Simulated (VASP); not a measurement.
Given:

```
Zn
1.0
    1.27398    -2.20659     0.00000
    1.27398     2.20659     0.00000
    0.00000     0.00000     4.64401
Zn
2
Cartesian
  1.27398   0.73553   1.16100
  1.27398  -0.73553   3.48300
```

All values below come from LDA (Ceperley-Alder, Perdew-Zunger), VASP's LDA PAW potentials (set 64) (plane waves; VASP). Numerical set-up: 500 eV cut-off, 16×16×8 Γ-centred mesh, first-order Methfessel-Paxton smearing of 0.10 eV, potentials Zn.

Energy and stress use the plane-wave basis of the starting cell.

Task: The ions, cell shape and volume at an external pressure of 10.0 GPa are relaxed. Which structure does the run end with?

Result: 
```
Zn
1.0
    1.26378    -2.18893     0.00000
    1.26378     2.18893     0.00000
    0.00000     0.00000     4.53971
Zn
2
Cartesian
  1.26378   0.72965   1.13493
  1.26378  -0.72965   3.40478
```
Space group P6_3/mmc (194), at a tolerance of 0.03 Å.

Task: How do energy and volume change from the first to the last step?

Result: The energy (σ→0) changes by +22.6 meV/atom and the volume by -3.8 %, in 6 ionic steps.

The compound is Zn in the hcp structure. This run relaxes it under an external pressure of 10 GPa. Symmetry was kept, so distortions that lower it aren't found.
